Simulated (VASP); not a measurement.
Consider the following.

```xyz
2
Lattice="0.0000 2.7501 2.7501 2.7501 0.0000 2.7501 2.7501 2.7501 0.0000" Properties=species:S:1:pos:R:3 pbc="T T T"
V      0.0000     0.0000     0.0000
Si     1.3750     1.3750     1.3750
```

All values below come from r2SCAN meta-GGA, VASP's PBE PAW potentials (set 64) (plane waves; VASP). Run with 400 eV cut-off, 13×13×13 Γ-centred mesh, tetrahedra with Blöchl corrections, potentials V_sv Si.

Question: Tabulate the total density of states (states/eV per cell) against energy (eV; zero at the valence-band maximum or, without a gap, the Fermi level).

Answer: 
(E (eV), DOS (states/eV)): (-9.98, 0.00); (-9.62, 0.00); (-9.26, 0.06); (-8.90, 0.23); (-8.66, 0.31); (-8.30, 0.45); (-7.94, 0.62); (-7.58, 0.98); (-7.22, 1.51); (-6.86, 1.66); (-6.50, 0.00); (-6.14, 0.00); (-5.90, 0.00); (-5.54, 0.00); (-5.18, 0.00); (-4.82, 0.00); (-4.46, 0.00); (-4.10, 0.00); (-3.74, 0.00); (-3.38, 0.74); (-3.14, 2.19); (-2.78, 2.57); (-2.42, 0.47); (-2.06, 1.68); (-1.70, 5.51); (-1.34, 3.11); (-0.98, 1.93); (-0.62, 1.16); (-0.38, 1.33); (-0.02, 2.13); (0.34, 4.29); (0.70, 2.88); (1.06, 2.59); (1.42, 0.87); (1.78, 1.43); (2.14, 1.25); (2.38, 1.02); (2.74, 0.89); (3.10, 0.75); (3.46, 0.66)
Within 2 eV below the Fermi level the largest weight inside VASP's projection spheres is V d, then Si p.

The structure was generated: VSi was put into the zinc blende type (F-43m), which need not be its known phase. It was relaxed first, which changed the volume by -27 %. The run is not spin-polarised, so no magnetic state was tried. The electron count is odd and the run is not spin-polarised, which forces a metal.
